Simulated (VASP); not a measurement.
```yaml
crystal:
  lattice:
    - [1.85130, -3.20655, 0.00000]
    - [1.85130, 3.20655, 0.00000]
    - [0.00000, 0.00000, 5.96700]
  atoms:
    - { symbol: Hf, position: [0.00000, 0.00000, 0.00000] }
    - { symbol: S, position: [0.33333, 0.66667, 0.25000] }
    - { symbol: S, position: [0.66667, 0.33333, 0.75000] }
```

The numbers are results of PBE GGA, VASP's PBE PAW potentials (set 64) (plane waves; VASP), not measurements. Run with 400 eV cut-off, 6×6×4 Γ-centred mesh, Gaussian smearing of 0.050 eV, potentials Hf_pv S.

Unless said otherwise, spin-orbit coupling is left out, though it shifts the bands of the heavy elements here.

Problem. What does the run give for the energy per atom (σ→0), pressure, band gap (on the k-mesh) with the smallest direct gap where there is one?

Solution. 
```json
{
 "band gap (on the k-mesh)": "1.02 eV",
 "smallest direct gap (on the k-mesh)": "1.89 eV",
 "energy per atom (σ→0)": "-7.604 eV/atom",
 "pressure": "-4.90 GPa"
}
```

The absolute energy has meaning only against runs of the same code, potentials and settings.

The compound is HfS2 in the 1T layered structure. The cell was not relaxed at this level.
